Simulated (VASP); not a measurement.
All values below come from LDA (Ceperley-Alder, Perdew-Zunger), VASP's LDA PAW potentials (set 64) (plane waves; VASP 6.6.1).

VASP ran on this input.

KPOINTS:
```
kpoints
0
gamma
7 7 7
0 0 0
```

**INCAR**
```
# general
SYSTEM  = GaSb
PREC    = Accurate
ENCUT   = 400   # plane-wave cut-off (eV)
LREAL   = .FALSE.
LASPH   = .TRUE.   # aspherical one-centre terms

# electronic loop
EDIFF   = 1E-6   # SCF stop (eV)
NELM    = 100   # most electronic steps
ALGO    = Normal   # blocked Davidson
LMAXMIX = 4

# smearing
ISMEAR  = 0
SIGMA   = 0.05   # width (eV)

# ions
IBRION  = 2
NSW     = 60   # most ionic steps
ISIF    = 3   # ions, shape and volume
EDIFFG  = -0.01   # ionic stop

# output
LWAVE   = .FALSE.
LCHARG  = .FALSE.
```

**POSCAR**
```
GaSb
1
    0.0000000000     3.0256085500     3.0256085500
    3.0256085500     0.0000000000     3.0256085500
    3.0256085500     3.0256085500     0.0000000000
Ga Sb
1 1
Direct
  0.0000000000   0.0000000000   0.0000000000
  0.7500000000   0.7500000000   0.7500000000
```

POTCAR, in this order: Ga_d Sb (LDA.64 set). Program: vasp_std.

What VASP printed:

OSZICAR:
```
       N       E                     dE             d eps       ncg     rms          rms(c)
DAV:   1     0.661488708434E+02    0.66149E+02   -0.79409E+03   536   0.146E+03
DAV:   2    -0.408160015258E+01   -0.70230E+02   -0.68508E+02   565   0.270E+02
DAV:   3    -0.870669909647E+01   -0.46251E+01   -0.45991E+01   670   0.657E+01
DAV:   4    -0.878604885064E+01   -0.79350E-01   -0.79324E-01   571   0.928E+00
DAV:   5    -0.878849701677E+01   -0.24482E-02   -0.24481E-02   690   0.144E+00    0.345E+00
DAV:   6    -0.869570014911E+01    0.92797E-01   -0.86743E-02   691   0.525E+00    0.202E+00
DAV:   7    -0.865790224696E+01    0.37798E-01   -0.66254E-02   590   0.218E+00    0.304E-01
DAV:   8    -0.865760445229E+01    0.29779E-03   -0.50614E-03   661   0.103E+00    0.964E-02
DAV:   9    -0.865768053369E+01   -0.76081E-04   -0.38146E-04   591   0.188E-01    0.360E-02
DAV:  10    -0.865767593534E+01    0.45984E-05   -0.19379E-05   618   0.390E-02    0.115E-02
DAV:  11    -0.865767939673E+01   -0.34614E-05   -0.41321E-06   570   0.215E-02    0.455E-03
DAV:  12    -0.865767937500E+01    0.21733E-07   -0.16799E-07   305   0.398E-03
   1 F= -.86576794E+01 E0= -.86576373E+01  d E =-.865768E+01
       N       E                     dE             d eps       ncg     rms          rms(c)
DAV:   1    -0.865814168440E+01   -0.46229E-03   -0.62030E-03   680   0.145E+00    0.122E-01
DAV:   2    -0.865778091040E+01    0.36077E-03   -0.72063E-04   655   0.553E-01    0.553E-02
DAV:   3    -0.865769278456E+01    0.88126E-04   -0.10360E-04   675   0.179E-01    0.127E-02
DAV:   4    -0.865768313887E+01    0.96457E-05   -0.10349E-05   637   0.479E-02    0.421E-03
DAV:   5    -0.865768228409E+01    0.85478E-06   -0.56403E-07   260   0.106E-02
   2 F= -.86576823E+01 E0= -.86576506E+01  d E =-.290909E-05
       N       E                     dE             d eps       ncg     rms          rms(c)
DAV:   1    -0.865776881576E+01   -0.85677E-04   -0.10807E-03   680   0.606E-01    0.511E-02
DAV:   2    -0.865770537020E+01    0.63446E-04   -0.12617E-04   650   0.231E-01    0.233E-02
DAV:   3    -0.865768965442E+01    0.15716E-04   -0.18373E-05   680   0.758E-02    0.532E-03
DAV:   4    -0.865768788083E+01    0.17736E-05   -0.16078E-06   265   0.202E-02    0.163E-03
DAV:   5    -0.865768773508E+01    0.14575E-06   -0.22737E-07   260   0.636E-03
   3 F= -.86576877E+01 E0= -.86576519E+01  d E =-.836008E-05
```

File OUTCAR:
```
------------------------ aborting loop because EDIFF is reached ----------------------------------------
  FORCE on cell =-STRESS in cart. coord.  units (eV):
  Direction    XX          YY          ZZ          XY          YZ          ZX
  --------------------------------------------------------------------------------------
  Total       -0.0093994     -0.0093994     -0.0093994     -0.0000000      0.0000000     -0.0000000
  in kB       -0.2721266     -0.2721266     -0.2721266     -0.0000000      0.0000000     -0.0000000
  external PRESSURE =      -0.2721266 kB  Pullay stress =       0.0000000 kB
  volume of cell :       55.34
      direct lattice vectors                 reciprocal lattice vectors
     0.000000000  3.024614705  3.024614705    -0.165310312  0.165310312  0.165310312
     3.024614705  0.000000000  3.024614705     0.165310312 -0.165310312  0.165310312
     3.024614705  3.024614705  0.000000000     0.165310312  0.165310312 -0.165310312
  FREE ENERGIE OF THE ION-ELECTRON SYSTEM (eV)
  ---------------------------------------------------
  free  energy   TOTEN  =        -8.6576877351 eV

  energy  without entropy=       -8.6576160928  energy(sigma->0) =       -8.65765191

 reached required accuracy - stopping structural energy minimisation
```
(Selected blocks of OUTCAR.)

File CONTCAR:
```
GaSb
   1.00000000000000
     0.0000000000000000    3.0246147047746299    3.0246147047746299
     3.0246147047746299    0.0000000000000000    3.0246147047746299
     3.0246147047746299    3.0246147047746299    0.0000000000000000
  Ga              Sb
     1     1
Direct
     0.0000000000000000    0.0000000000000000    0.0000000000000000
     0.7500000000000000    0.7500000000000000    0.7500000000000000
```

The structure comes from a computed database's GaSb entry (F-43m); how it stands against other phases isn't given here. This run relaxes it. Symmetry was kept, so distortions that lower it aren't found. The start is the result of an earlier pass.
